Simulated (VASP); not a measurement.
A run of VASP 6.6.1 is set up as follows.

INCAR

```
SYSTEM = SrHg5
PREC = Accurate ; ENCUT = 520
EDIFF = 1E-6 ; ISMEAR = -1
SIGMA = 0.0857 ; LREAL = .FALSE.
LASPH = .TRUE. ; NELM = 100
ALGO = Fast ; ISIF = 2
LWAVE = .FALSE. ; LCHARG = .FALSE.
GGA = PS ; NBANDS = 44
```

Contents of KPOINTS:

```
Automatic mesh
0
Gamma
  3 3 4
  0.5 0.5 0
```

File POSCAR:

```
SrHg5
1.0
    6.3840069600     -0.0040706200      0.0000457100
   -3.1955285700      5.5290382800     -0.0010829200
    0.0000355600     -0.0009437500      4.9224615400
Hg Sr
5 1
Direct
    0.3081220000      0.6807540000      0.0374810000
    0.6646780000      0.3100560000      0.9936530000
    0.5231600000      0.0174950000      0.5019750000
    0.5211750000      0.5104610000      0.5199220000
    0.9908250000      0.4962320000      0.4619360000
    0.9950830000      0.9527230000      0.0115630000
```

Potentials or basis: VASP PAW PBE potentials, release 64 (Hg, Sr_sv).

Command:

```bash
$ cat potpaw_PBE.64/Hg/POTCAR potpaw_PBE.64/Sr_sv/POTCAR > POTCAR
$ mpirun -np 1 vasp_std > vasp.out
```

Problem. What does it give for the largest force?

Solution. 1.168 eV/Å.

Problem. Estimate the pressure.

Solution. -1.5 GPa.

Problem. What does it give for the band gap on the k mesh?

Solution. None (metal or under the smearing width).

Forces in eV/Å, atoms in the order of the input:
```
Hg   0.734 -0.017 -0.908
Hg  -0.234  0.105 -0.121
Hg   0.048 -0.462  0.159
Hg  -0.364  0.262  0.055
Hg   0.042 -0.010  0.885
Sr  -0.227  0.121 -0.069
```

Caveat: the k mesh is coarse (spacing up to 0.38 Å⁻¹), so the values aren't converged; the PAW data sets were made with another functional, which shifts forces and pressure a little. The run has no spin-orbit coupling, so splittings on Hg are missing.
